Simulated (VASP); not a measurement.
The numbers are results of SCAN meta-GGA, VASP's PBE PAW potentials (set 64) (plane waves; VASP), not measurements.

Input for VASP

### POSCAR
```
MgF2
1
    4.6355301691     0.0000000000     0.0000000000
    0.0000000000     4.6355301691     0.0000000000
    0.0000000000     0.0000000000     3.0575717894
Mg F
2 4
Direct
  0.0000000000   0.0000000000   0.0000000000
  0.5000000000   0.5000000000   0.5000000000
  0.3029040303   0.3029040303   0.0000000000
  0.8029040303   0.1970959697   0.5000000000
  0.1970959697   0.8029040303   0.5000000000
  0.6970959697   0.6970959697   0.0000000000
```

**INCAR**
```
! general
SYSTEM =MgF2
PREC   =Accurate
ENCUT  =520
LREAL  =F
LASPH  =T

! electronic loop
EDIFF  =1E-7
NELM   =100
ALGO   =Normal
LMIXTAU=T

! smearing
ISMEAR =0
SIGMA  =0.05

! functional
METAGGA=SCAN

! ions
IBRION =2
NSW    =30
ISIF   =4
EDIFFG =-0.01

! output
LWAVE  =F
LCHARG =F
```

### KPOINTS
```
Automatic mesh
0
Gamma
5 5 7
0 0 0
```

POTCAR, in this order: Mg F (PBE.64 set). Program: vasp_std.

Q: What will the output report for the number of irreducible k-points (NKPTS), largest plane-wave count, number of space-group operations, FFT grid (NGX, NGY, NGZ)?

A: 
```json
{
 "number of irreducible k-points (NKPTS)": "24",
 "largest_plane_wave_count": "1803",
 "number_of_space_group_operations": "16",
 "FFT grid (NGX, NGY, NGZ)": "36 × 36 × 24"
}
```

The compound is MgF2 in the rutile structure. This cell is one point of a volume scan, at 1.03 of the reference volume. Symmetry was kept, so distortions that lower it aren't found.
